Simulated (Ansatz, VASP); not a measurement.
Zn3SbP in VASP and in Ansatz

The input INCAR:

```
SYSTEM = Zn3SbP
PREC = Accurate ; ENCUT = 520
EDIFF = 1E-6 ; ISMEAR = 0
SIGMA = 0.05 ; LREAL = .FALSE.
LASPH = .TRUE. ; NELM = 100
ALGO = Fast ; ISIF = 2
LWAVE = .FALSE. ; LCHARG = .FALSE.
GGA = PE ; NBANDS = 31
```

Contents of KPOINTS:

```
regular mesh
0
G
  4 4 4
  0 0 0
```

The input POSCAR:

```
Zn3SbP
1.0
    5.6351038877      0.0000000000      0.0000000000
    0.0000000000      5.6351038877      0.0000000000
    0.0000000000      0.0000000000      5.6351038877
P Sb Zn
1 1 3
Direct
    0.0000000000      0.0000000000      0.0000000000
    0.5000000000      0.5000000000      0.5000000000
    0.5000000000      0.5000000000      0.0000000000
    0.5000000000      0.0000000000      0.5000000000
    0.0000000000      0.5000000000      0.5000000000
```

Input for Ansatz:

```yaml
crystal:
  lattice:
    - [5.6351038877, 0.0, 0.0]
    - [0.0, 5.6351038877, 0.0]
    - [0.0, 0.0, 5.6351038877]
  atoms:
    - { symbol: P, position: [0.0, 0.0, 0.0] }
    - { symbol: Sb, position: [0.5, 0.5, 0.5] }
    - { symbol: Zn, position: [0.5, 0.5, 0.0] }
    - { symbol: Zn, position: [0.5, 0.0, 0.5] }
    - { symbol: Zn, position: [0.0, 0.5, 0.5] }
basis:
  ecutwfc: 420
kpoints:
  mp_grid: { grid: [4, 4, 4] }
hamiltonian:
  xc: pbe
scf:
  occupations: { method: gaussian, width: 0.05 }
output:
  forces: true
  stress: true
  eigenvalues: true
```

The cell comes from a database or a generator and needn't be the stable form of this composition.

Alike in both runs: task single point; functional PBE; k mesh 4 × 4 × 4; occupations gaussian, width 0.05 eV; no spin polarisation.

```csv
,VASP,Ansatz
version,VASP 6.6.1,Ansatz 0.2.0
potentials or method,"VASP PAW PBE potentials, release 64 (P, Sb, Zn)","scalar-relativistic, plane waves, PAW"
plane-wave cutoff (eV),520,420
valence electrons in the cell,46,56
```

```csv
,VASP,Ansatz,Ansatz less VASP
gap on the k mesh at the Fermi level (eV),none,none,-
pressure (GPa),-4.9,-4.9,-0.02
```

A gap of «none» marks a metal or a gap that the smearing closes. The two sets of potentials don't hold the same shells in valence.

The runs have no spin-orbit coupling, so splittings on Sb are missing.
